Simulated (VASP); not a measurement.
# AlNi3: cell size and functional, part 2 of 3

How much does the relaxed cell of AlNi3 depend on the functional? The starting structure is a cell with measured lattice constants from the literature and the atomic positions of a computed structure of the Materials Project. The first relaxation on each setting starts from this cell expanded by 3 % in volume.

VASP 6.6.1.

Results so far: PBEsol 10.89 Å³ an atom; LDA 10.55 Å³ an atom.

**4. Relaxation with PBE**

Level of this step: PBE, spin-polarised from a ferromagnetic start; plane waves and PAW (Ni, Al) (VASP).

PBE, the usual starting point, adds the gradient of the density. This run starts from the cell of an earlier relaxation, which isn't shown; the restart sets up the plane waves anew.

Input file INCAR:

```
SYSTEM = AlNi3
PREC = Accurate
ENCUT = 450
EDIFF = 1E-06
NELM = 100
ISMEAR = 1
SIGMA = 0.15
LREAL = .FALSE.
ALGO = Normal
GGA = PE
NBANDS = 26
ISPIN = 2
MAGMOM = 1 1 1 0
LASPH = .TRUE.
LMAXMIX = 4
LORBIT = 11
LWAVE = .FALSE.
LCHARG = .FALSE.
KPAR = 8
IBRION = 2
NSW = 50
ISIF = 3
EDIFFG = -0.006
```

Input file POSCAR:

```
AlNi3
1.0
    3.5660187650      0.0000000000      0.0000000000
    0.0000000000      3.5660187650      0.0000000000
    0.0000000000      0.0000000000      3.5660187650
Ni Al
3 1
Direct
    0.5000000000      0.5000000000      0.0000000000
    0.5000000000      0.0000000000      0.5000000000
    0.0000000000      0.5000000000      0.5000000000
    0.0000000000      0.0000000000      0.0000000000
```

Input file KPOINTS:

```
Automatic mesh
0
Gamma
10 10 10
0 0 0
```

The projector-augmented-wave data sets are Ni and Al (PBE family, release 64).

Started as:

```bash
$ mpirun -np 8 vasp_std
```

What it wrote:

```text
[banner, memory and clock lines left out]
running    8 mpi-ranks, on    1 nodes
[...]
[... a notice as in an earlier step ...]

 LDA part: xc-table for (Slater+PW92), standard interpolation
 POSCAR, INCAR and KPOINTS ok, starting setup
[...]
entering main loop
       N       E                     dE             d eps       ncg     rms          rms(c)
DAV:   2    -0.162629527555E+02   -0.19580E+03   -0.18271E+03  5834   0.289E+02
DAV:   3    -0.257174323356E+02   -0.94545E+01   -0.90173E+01  6546   0.841E+01
DAV:   4    -0.258736086856E+02   -0.15618E+00   -0.15598E+00  6986   0.994E+00
DAV:   5    -0.258791068315E+02   -0.54981E-02   -0.54977E-02  6922   0.168E+00    0.200E+01
[...]
DAV:  12    -0.218957226734E+02    0.45238E-04   -0.31116E-05  8106   0.723E-02    0.407E-02
DAV:  13    -0.218957186423E+02    0.40311E-05   -0.50266E-06  6268   0.245E-02    0.163E-02
DAV:  14    -0.218957177890E+02    0.85331E-06   -0.41851E-07  3304   0.853E-03
   1 F= -.21895718E+02 E0= -.21896100E+02  d E =-.218957E+02  mag=     0.7481
[...]
reached required accuracy - stopping structural energy minimisation
```

It took 26 s on 8 MPI ranks of Intel Xeon Platinum 8488C (Sapphire Rapids), shared host; peak memory 1.8 GiB.

Parts of OUTCAR (step 4):

```text
  Total        0.0137845      0.0137845      0.0137845     -0.0000000      0.0000000      0.0000000
  in kB        0.4870235      0.4870235      0.4870235     -0.0000000      0.0000000      0.0000000
  external PRESSURE =       0.4870235 kB  Pullay stress =       0.0000000 kB

 POSITION                                       TOTAL-FORCE (eV/Angst)
 -----------------------------------------------------------------------------------
      1.78301      1.78301      0.00000         0.000000      0.000000      0.000000
      1.78301      0.00000      1.78301         0.000000      0.000000      0.000000
      0.00000      1.78301      1.78301         0.000000      0.000000      0.000000
      0.00000      0.00000      0.00000         0.000000      0.000000      0.000000
 -----------------------------------------------------------------------------------
    total drift:                                0.000000      0.000000      0.000000

  FREE ENERGIE OF THE ION-ELECTRON SYSTEM (eV)
  ---------------------------------------------------
  free  energy   TOTEN  =       -21.8957177890 eV

  energy  without entropy=      -21.8968629339  energy(sigma->0) =      -21.89609950

 magnetization (x)
# of ion       s       p       d       tot
------------------------------------------
    1       -0.003  -0.010   0.282   0.268
    2       -0.003  -0.010   0.282   0.268
    3       -0.003  -0.010   0.282   0.268
    4       -0.001  -0.008   0.000  -0.009
--------------------------------------------------
tot         -0.011  -0.040   0.845   0.794

[... 2 parts as in an earlier step ...]

[... 2 further parts left out ...]
[key lines of the parts left out:]
E-fermi :   9.4387
```

With PBE the relaxed cell holds 11.337 Å³ an atom, -0.21 % against the measured cell, with a = 3.566 Å. That is +4.08 % from PBEsol. Pressures at 0.985 and 1.015 times this volume, from two more relaxations that aren't shown, give a bulk modulus of 180.0 GPa.

**5. Relaxation with PBEsol + D3(BJ)**

D3 with Becke-Johnson damping keeps a finite attraction at short range. This run starts from the cell of an earlier relaxation, which isn't shown; the restart sets up the plane waves anew.

INCAR, as its differences from that of step 4:

```diff
@@ -9,3 +9,4 @@
 ALGO = Normal
-GGA = PE
+GGA = PS
+IVDW = 12
 NBANDS = 26
```

Input file POSCAR:

```
AlNi3
1.0
    3.4811451758      0.0000000000      0.0000000000
    0.0000000000      3.4811451758      0.0000000000
    0.0000000000      0.0000000000      3.4811451758
Ni Al
3 1
Direct
    0.5000000000      0.5000000000      0.0000000000
    0.5000000000      0.0000000000      0.5000000000
    0.0000000000      0.5000000000      0.5000000000
    0.0000000000      0.0000000000      0.0000000000
```

KPOINTS is that of step 4.

Started as:

```bash
$ mpirun -np 8 vasp_std
```

What it wrote:

```text
[banner, memory and clock lines left out]
running    8 mpi-ranks, on    1 nodes
[...]
[... a notice as in an earlier step ...]

 [... a notice as in an earlier step ...]

 LDA part: xc-table for (Slater+PW92), standard interpolation
 POSCAR, INCAR and KPOINTS ok, starting setup
[...]
entering main loop
       N       E                     dE             d eps       ncg     rms          rms(c)
DAV:   1     0.178665482082E+03    0.17867E+03   -0.13040E+04  5952   0.150E+03
DAV:   2    -0.190405977800E+02   -0.19771E+03   -0.18418E+03  5832   0.292E+02
DAV:   3    -0.287937401788E+02   -0.97531E+01   -0.93244E+01  6526   0.856E+01
DAV:   4    -0.289570046318E+02   -0.16326E+00   -0.16305E+00  6862   0.103E+01
[...]
DAV:  12    -0.242595933481E+02    0.13856E-05   -0.33968E-04  7772   0.228E-01    0.604E-02
DAV:  13    -0.242596144319E+02   -0.21084E-04   -0.62158E-05  6786   0.125E-01    0.203E-02
DAV:  14    -0.242596149557E+02   -0.52384E-06   -0.27976E-06  5430   0.269E-02
[...]
DAV:   4    -0.242666840910E+02    0.24674E-03   -0.45628E-04  6244   0.161E-01    0.588E-02
DAV:   5    -0.242666727224E+02    0.11369E-04   -0.19729E-05  8260   0.467E-02    0.146E-02
DAV:   6    -0.242666736892E+02   -0.96681E-06   -0.26684E-06  5356   0.178E-02
   2 F= -.26043485E+02 E0= -.26043687E+02  d E =0.265830E-03  mag=     0.7069
 trial-energy change:    0.000266  1 .order    0.000130   -0.000462    0.000722
 step:   0.2585(harm=  0.3902)  dis= 0.00000  next Energy=   -26.043808 (dE=-0.574E-04)
[...]
N       E                     dE             d eps       ncg     rms          rms(c)
DAV:   1    -0.242677864388E+02   -0.11137E-02   -0.45635E-02  6044   0.328E+00    0.712E-01
DAV:   2    -0.242682879986E+02   -0.50156E-03   -0.48104E-02  6742   0.395E+00    0.653E-01
DAV:   3    -0.242616924519E+02    0.65955E-02   -0.15202E-02  6794   0.223E+00    0.101E-01
DAV:   4    -0.242615427438E+02    0.14971E-03   -0.21947E-04  6194   0.120E-01    0.381E-02
DAV:   5    -0.242615377561E+02    0.49877E-05   -0.10674E-05  7620   0.353E-02    0.106E-02
DAV:   6    -0.242615373071E+02    0.44898E-06   -0.12730E-06  4688   0.114E-02
   3 F= -.26043777E+02 E0= -.26043959E+02  d E =-.260187E-04  mag=     0.7051
[...]
reached required accuracy - stopping structural energy minimisation
```

The job ended after 27 s (8 MPI ranks; peak memory 1.7 GiB).

From OUTCAR (step 5):

```text
 Edisp (eV)   -1.77681

 Edisp (eV)   -1.78224

  Total      -0.00099    -0.00099    -0.00099    -0.00000     0.00000     0.00000
  in kB      -0.03747    -0.03747    -0.03747    -0.00000     0.00000     0.00000
  external pressure =       -0.04 kB  Pullay stress =        0.00 kB

 POSITION                                       TOTAL-FORCE (eV/Angst)
 -----------------------------------------------------------------------------------
      1.74119      1.74119     -0.00000        -0.000000     -0.000000      0.000000
      1.74119      0.00000      1.74119        -0.000000      0.000000      0.000000
      0.00000      1.74119      1.74119         0.000000      0.000000      0.000000
      0.00000      0.00000      0.00000        -0.000000     -0.000000      0.000000
 -----------------------------------------------------------------------------------
    total drift:                                0.000000     -0.000000     -0.000000

  FREE ENERGIE OF THE ION-ELECTRON SYSTEM (eV)
  ---------------------------------------------------
  free  energy   TOTEN  =       -26.0437768085 eV

  energy  without entropy=      -26.0443245206  energy(sigma->0) =      -26.04395938

 magnetization (x)
# of ion       s       p       d       tot
------------------------------------------
    1       -0.003  -0.009   0.258   0.247
    2       -0.003  -0.009   0.258   0.247
    3       -0.003  -0.009   0.258   0.247
    4       -0.001  -0.008   0.000  -0.008
--------------------------------------------------
tot         -0.009  -0.033   0.775   0.733

[... 2 parts as in an earlier step ...]

[... 2 further parts left out ...]
[key lines of the parts left out:]
E-fermi :  10.2527
```

With PBEsol + D3(BJ) the relaxed cell holds 10.558 Å³ an atom, -7.07 % against the measured cell, with a = 3.482 Å. That is -3.08 % from PBEsol. Pressures at 0.985 and 1.015 times this volume, from two more relaxations that aren't shown, give a bulk modulus of 213.6 GPa.

**6. Relaxation with r2SCAN**

r2SCAN adds the kinetic-energy density, costs more than a GGA and is run with LASPH. This run starts from the cell of an earlier relaxation, which isn't shown; the restart sets up the plane waves anew.

INCAR, as its differences from that of step 5:

```diff
@@ -9,4 +9,4 @@
 ALGO = Normal
-GGA = PS
-IVDW = 12
+METAGGA = R2SCAN
+LASPH = .TRUE.
 NBANDS = 26
@@ -14,3 +14,2 @@
 MAGMOM = 1 1 1 0
-LASPH = .TRUE.
 LMAXMIX = 4
```

Input file POSCAR:

```
AlNi3
1.0
    3.5254873939      0.0000000000      0.0000000000
    0.0000000000      3.5254873939      0.0000000000
    0.0000000000      0.0000000000      3.5254873939
Ni Al
3 1
Direct
    0.5000000000      0.5000000000      0.0000000000
    0.5000000000      0.0000000000      0.5000000000
    0.0000000000      0.5000000000      0.5000000000
    0.0000000000      0.0000000000      0.0000000000
```

KPOINTS is that of step 5.

Started as:

```bash
$ mpirun -np 8 vasp_std
```

What it wrote:

```text
[banner, memory and clock lines left out]
running    8 mpi-ranks, on    1 nodes
[...]
[... a notice as in an earlier step ...]

 [... a notice as in an earlier step ...]

 LDA part: xc-table for (None), standard interpolation
 POSCAR, INCAR and KPOINTS ok, starting setup
[...]
entering main loop
       N       E                     dE             d eps       ncg     rms          rms(c)
DAV:   1     0.161438112066E+03    0.16144E+03   -0.13491E+04  5952   0.154E+03
DAV:   2    -0.414694116763E+02   -0.20291E+03   -0.19000E+03  5834   0.300E+02
DAV:   3    -0.519257247659E+02   -0.10456E+02   -0.99652E+01  6504   0.903E+01
DAV:   4    -0.520961148443E+02   -0.17039E+00   -0.17018E+00  6964   0.107E+01
[...]
DAV:  12    -0.443021051735E+02   -0.47412E-04   -0.11417E-04  6650   0.141E-01    0.672E-02
DAV:  13    -0.443020967594E+02    0.84141E-05   -0.30495E-05  7224   0.854E-02    0.136E-02
DAV:  14    -0.443020969109E+02   -0.15148E-06   -0.33597E-06  5606   0.219E-02
   1 F= -.44302097E+02 E0= -.44302539E+02  d E =-.443021E+02  mag=     0.8887
[...]
N       E                     dE             d eps       ncg     rms          rms(c)
DAV:   1    -0.443027442736E+02   -0.64751E-03   -0.48271E-03  6072   0.108E+00    0.229E-01
DAV:   2    -0.443026840021E+02    0.60272E-04   -0.46858E-03  6750   0.125E+00    0.199E-01
DAV:   3    -0.443020919229E+02    0.59208E-03   -0.13169E-03  6752   0.677E-01    0.329E-02
DAV:   4    -0.443020876992E+02    0.42236E-05   -0.22931E-05  6444   0.409E-02    0.155E-02
DAV:   5    -0.443020867769E+02    0.92229E-06   -0.14109E-06  5366   0.970E-03
   2 F= -.44302087E+02 E0= -.44302531E+02  d E =0.101340E-04  mag=     0.8894
 trial-energy change:    0.000010  1 .order   -0.000005   -0.000027    0.000017
 step:   0.6064(harm=  0.6064)  dis= 0.00000  next Energy=   -44.302105 (dE=-0.809E-05)
 reached required accuracy - stopping structural energy minimisation
```

Run time: 43 s. Hardware: 8 MPI ranks; peak memory 1.6 GiB.

OUTCAR, selected parts (step 6):

```text
  Total       -0.0176255     -0.0176255     -0.0176255     -0.0000000      0.0000000     -0.0000000
  in kB       -0.6438232     -0.6438232     -0.6438232     -0.0000000      0.0000000     -0.0000000
  external PRESSURE =      -0.6438232 kB  Pullay stress =       0.0000000 kB

 POSITION                                       TOTAL-FORCE (eV/Angst)
 -----------------------------------------------------------------------------------
      1.76332      1.76332      0.00000        -0.000000      0.000000     -0.000000
      1.76332     -0.00000      1.76332        -0.000000     -0.000000      0.000000
     -0.00000      1.76332      1.76332         0.000000     -0.000000      0.000000
      0.00000      0.00000      0.00000        -0.000000      0.000000      0.000000
 -----------------------------------------------------------------------------------
    total drift:                                0.000000     -0.000000     -0.000000

  FREE ENERGIE OF THE ION-ELECTRON SYSTEM (eV)
  ---------------------------------------------------
  free  energy   TOTEN  =       -44.3020867769 eV

  energy  without entropy=      -44.3034205697  energy(sigma->0) =      -44.30253137

 magnetization (x)
# of ion       s       p       d       tot
------------------------------------------
    1       -0.008  -0.026   0.365   0.332
    2       -0.008  -0.026   0.365   0.332
    3       -0.008  -0.026   0.365   0.332
    4       -0.002  -0.014   0.000  -0.017
--------------------------------------------------
tot         -0.025  -0.092   1.096   0.979

[... 2 parts as in an earlier step ...]

[... 2 further parts left out ...]
[key lines of the parts left out:]
E-fermi :   9.7913
```

With r2SCAN the relaxed cell holds 10.965 Å³ an atom, -3.48 % against the measured cell, with a = 3.527 Å. That is +0.67 % from PBEsol. Pressures at 0.985 and 1.015 times this volume, from two more relaxations that aren't shown, give a bulk modulus of 202.0 GPa.

**7. Relaxation with r2SCAN + rVV10**

rVV10 adds a nonlocal correlation energy for dispersion. This run starts from the cell of an earlier relaxation, which isn't shown; the restart sets up the plane waves anew.

INCAR, as its differences from that of step 6:

```diff
@@ -10,2 +10,6 @@
 METAGGA = R2SCAN
+LUSE_VDW = .TRUE.
+IVDW_NL = 2
+BPARAM = 11.95
+CPARAM = 0.0093
 LASPH = .TRUE.
```

Input file POSCAR:

```
AlNi3
1.0
    3.5181157906      0.0000000000      0.0000000000
    0.0000000000      3.5181157906      0.0000000000
    0.0000000000      0.0000000000      3.5181157906
Ni Al
3 1
Direct
    0.5000000000      0.5000000000      0.0000000000
    0.5000000000      0.0000000000      0.5000000000
    0.0000000000      0.5000000000      0.5000000000
    0.0000000000      0.0000000000      0.0000000000
```

KPOINTS is that of step 6.

Started as:

```bash
$ mpirun -np 8 vasp_std
```

What it wrote:

```text
[banner, memory and clock lines left out]
running    8 mpi-ranks, on    1 nodes
[...]
[... a notice as in an earlier step ...]

|                                                                             |
|               ----> ADVICE to this user running VASP <----                  |
|                                                                             |
|     You have switched on vdW-DFT.                                           |
|     This routine was written and supplied by Jiri Klimes. We recommend      |
|     that you carefully read and cite the following publications:            |
|       J. Klimes, D.R. Bowler, A. Michelides                                 |
|          J. Phys.: Cond Matt. 22 022201 (2010)                              |
|       J. Klimes, D.R. Bowler, A. Michelides                                 |
|          Phys. Rev. B. 83, 195131 (2011)                                    |
|     and references therein.                                                 |
[...]
Total rVV10 correction in eV:      0.7971405    38.8319131
Total rVV10 correction in eV:      0.7971405    38.8319131
Total rVV10 correction in eV:      0.7971405    38.8319131
DAV:  14    -0.435030354023E+02    0.44859E-07   -0.33884E-06  5612   0.220E-02
Total rVV10 correction in eV:      0.7971576    38.8319131
Total rVV10 correction in eV:      0.7971576    38.8319131
Total rVV10 correction in eV:      0.7971576    38.8319131
Total rVV10 correction in eV:      0.7971576    38.8319131
Total rVV10 correction in eV:      0.7971576    38.8319131
Total rVV10 correction in eV:      0.7971576    38.8319131
Total rVV10 correction in eV:      0.7971576    38.8319131
Total rVV10 correction in eV:      0.7971576    38.8319131
Total rVV10 correction in eV:      0.7971437    38.8319131
Total rVV10 correction in eV:      0.7971437    38.8319131
Total rVV10 correction in eV:      0.7971437    38.8319131
Total rVV10 correction in eV:      0.7971437    38.8319131
Total rVV10 correction in eV:      0.7971437    38.8319131
Total rVV10 correction in eV:      0.7971437    38.8319131
Total rVV10 correction in eV:      0.7971437    38.8319131
Total rVV10 correction in eV:      0.7971437    38.8319131
   1 F= -.43503035E+02 E0= -.43503487E+02  d E =-.435030E+02  mag=     0.8895
[...]
reached required accuracy - stopping structural energy minimisation
```

The job ended after 64 s (8 MPI ranks; peak memory 2.2 GiB; 6 min of CPU time).

Parts of OUTCAR (step 7):

```text
  Total       -0.0186698     -0.0186698     -0.0186698      0.0000000     -0.0000000      0.0000000
  in kB       -0.6869431     -0.6869431     -0.6869431      0.0000000     -0.0000000      0.0000000
  external PRESSURE =      -0.6869431 kB  Pullay stress =       0.0000000 kB

 POSITION                                       TOTAL-FORCE (eV/Angst)
 -----------------------------------------------------------------------------------
      1.75906      1.75906      0.00000         0.000000      0.000000      0.000000
      1.75906      0.00000      1.75906         0.000000      0.000000      0.000000
      0.00000      1.75906      1.75906         0.000000      0.000000      0.000000
      0.00000      0.00000      0.00000         0.000000      0.000000      0.000000
 -----------------------------------------------------------------------------------
    total drift:                                0.000000     -0.000000     -0.000000

  FREE ENERGIE OF THE ION-ELECTRON SYSTEM (eV)
  ---------------------------------------------------
  free  energy   TOTEN  =       -43.5030354023 eV

  energy  without entropy=      -43.5043906700  energy(sigma->0) =      -43.50348716

 magnetization (x)
# of ion       s       p       d       tot
------------------------------------------
    1       -0.008  -0.026   0.365   0.331
    2       -0.008  -0.026   0.365   0.331
    3       -0.008  -0.026   0.365   0.331
    4       -0.002  -0.014   0.000  -0.016
--------------------------------------------------
tot         -0.025  -0.092   1.094   0.977

[... 2 parts as in an earlier step ...]

[... 2 further parts left out ...]
[key lines of the parts left out:]
E-fermi :   9.8766
```

With r2SCAN + rVV10 the relaxed cell holds 10.886 Å³ an atom, -4.18 % against the measured cell, with a = 3.518 Å. That is -0.06 % from PBEsol. Pressures at 0.985 and 1.015 times this volume, from two more relaxations that aren't shown, give a bulk modulus of 205.5 GPa.

[end of part 2 of 3]

[Lines on the potential files, build, host, timing and source positions are cut from VASP's logs without a mark.]

[Logs are printed without paths, hosts, clocks, repeated set-up lines and the standing remarks that a program may print on its own settings, such as how far it seeks lower states.]

[Hosts, paths, dates, database ids (printed as entryN), source tags and the programs' standing remarks are cut or masked in the printed files.]
